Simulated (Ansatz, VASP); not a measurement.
# One calculation of SiAs3, two programs

```
Si As
1.0
     3.67011    2.11894    3.48599
    -3.67011    2.11894    3.48599
     0.00000   -4.23788    3.48599
Si As
2 6
Direct
  0.25760 0.25760 0.25760
  0.74240 0.74240 0.74240
  0.79670 0.25500 0.79670
  0.79670 0.79670 0.25500
  0.25500 0.79670 0.79670
  0.20330 0.74500 0.20330
  0.74500 0.20330 0.20330
  0.20330 0.20330 0.74500
```

Change from the starting cell: species swapped into the SnP3 type (R-3m, No. 166).

Alike in both runs: task single point; functional PBE; k mesh 3 × 3 × 3; occupations gaussian, width 0.1 eV; no spin polarisation.

|  | VASP | Ansatz |
| --- | --- | --- |
| version | VASP 6.6.1 | Ansatz 0.2.0 |
| potentials or method | VASP PAW PBE potentials, release 64 (Si, As) | scalar-relativistic, plane waves, PAW |
| plane-wave cutoff (eV) | 520 | 420 |
| valence electrons in the cell | 38 | 98 |

Ansatz gave:

| Item | Value |
| --- | --- |
| gap on the k mesh at the Fermi level (eV) | none |
| pressure (GPa) | 12.8 |
| largest component of the traceless stress (GPa) | 5.41 |
| rms of the force components (eV/Å) | 2.258 |

Question: Which values does VASP return?

Answer: gap on the k mesh at the Fermi level (eV): none; pressure (GPa): 13.4; largest component of the traceless stress (GPa): 5.62; rms of the force components (eV/Å): 2.350.

Atom by atom the forces differ by 0.093 eV/Å (rms over components). A gap of «none» marks a metal or a gap that the smearing closes. The two sets of potentials don't hold the same shells in valence.

Caveats: the k mesh is coarse (spacing up to 0.39 Å⁻¹), so the values aren't converged; forces of over 1 eV/Å show positions far from the minimum, so gaps and moduli don't describe the material at rest.
